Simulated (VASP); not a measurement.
Input:

```xyz
4
Lattice="3.2500 0.0000 0.0000 0.0000 3.2500 0.0000 0.0000 0.0000 16.8750" Properties=species:S:1:pos:R:3 pbc="T T T"
In     1.6250     1.6250     6.0000
In     1.6250     1.6250     9.2500
Pd     0.0000     0.0000     7.6250
Pd     0.0000     0.0000    10.8750
```

Computed with PBE GGA, VASP's PBE PAW potentials (set 64) (plane waves; VASP 6.6.1). Run with 300 eV cut-off, 7×7×1 Γ-centred mesh, Gaussian smearing of 0.14 eV, potentials In_d Pd.

The cell holds a wide vacuum, so values per volume refer to the whole cell. Unless said otherwise, spin-orbit coupling is left out, though it shifts the bands of the heavy elements here.

Task: What does the run give for the energy per atom (σ→0), largest force, band gap (on the k-mesh) with the smallest direct gap where there is one?

Result: 
```json
{
  "band gap (on the k-mesh)": "none (metal, semimetal or under 0.01 eV)",
  "energy per atom (σ→0)": "-3.961 eV/atom",
  "largest_force": "0.03944 Ry/bohr"
}
```

Only differences to runs with the same potentials and settings are physical.

The cell is a sheet with vacuum, built from a generated structure.
